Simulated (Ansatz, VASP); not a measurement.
# Two plane-wave programs on SnCl

File INCAR:

```
SYSTEM = SnCl
PREC = Accurate
ENCUT = 520
EDIFF = 1E-7
ISMEAR = -1
SIGMA = 0.05
LREAL = .FALSE.
LASPH = .TRUE.
NELM = 100
ALGO = Normal
ISIF = 2
LWAVE = .FALSE.
LCHARG = .FALSE.
GGA = PE
NBANDS = 29
```

KPOINTS

```
Automatic mesh
0
G
  9 9 3
  0 0 0
```

POSCAR

```
SnCl
1.0
    3.4740715342      0.0000000000      0.0000000000
   -1.7370357671      3.0086342031      0.0000000000
    0.0000000000      0.0000000000      9.9946753611
Sn Cl
2 2
Direct
    0.6666666667      0.3333333333      0.8205100000
    0.3333333333      0.6666666667      0.3205100000
    0.6666666667      0.3333333333      0.5544910000
    0.3333333333      0.6666666667      0.0544910000
```

Contents of input.yaml:

```yaml
crystal:
  lattice:
    - [3.4740715342, 0.0, 0.0]
    - [-1.7370357671, 3.0086342031, 0.0]
    - [0.0, 0.0, 9.9946753611]
  atoms:
    - { symbol: Sn, position: [0.6666666667, 0.3333333333, 0.82051] }
    - { symbol: Sn, position: [0.3333333333, 0.6666666667, 0.32051] }
    - { symbol: Cl, position: [0.6666666667, 0.3333333333, 0.554491] }
    - { symbol: Cl, position: [0.3333333333, 0.6666666667, 0.054491] }
hamiltonian:
  xc: pbe
  pseudopotentials: { kind: paw }
kpoints:
  mp_grid: { grid: [9, 9, 3] }
scf:
  occupations: { method: fermi_dirac, width: 0.05 }
output:
  forces: true
  stress: true
  eigenvalues: true
  write_density: true
  write_potential: true
  elf: true
  volumetric_format: npy
```

Change from the starting cell: volume scaled by 0.98.

Alike in both runs: task single point; functional PBE; k mesh 9 × 9 × 3; occupations fermi-dirac, width 0.05 eV; no spin polarisation.

|  | VASP | Ansatz |
| --- | --- | --- |
| version | VASP 6.6.1 | Ansatz 0.2.0 |
| potentials or method | VASP PAW PBE potentials, release 64 (Sn_d, Cl) | Ansatz PAW |
| plane-wave cutoff (eV) | 520 | 420 |
| valence electrons in the cell | 42 | 42 |

```tsv
	VASP	Ansatz	Ansatz less VASP
gap on the k mesh at the Fermi level (eV)	none	none	-
pressure (GPa)	0.5	0.6	+0.07
largest component of the traceless stress (GPa)	0.39	0.38	-0.015
rms of the force components (eV/Å)	0.052	0.050	-0.0023
```

Atom by atom the forces differ by 0.002 eV/Å (rms over components). A gap of «none» marks a metal or a gap that the smearing closes.
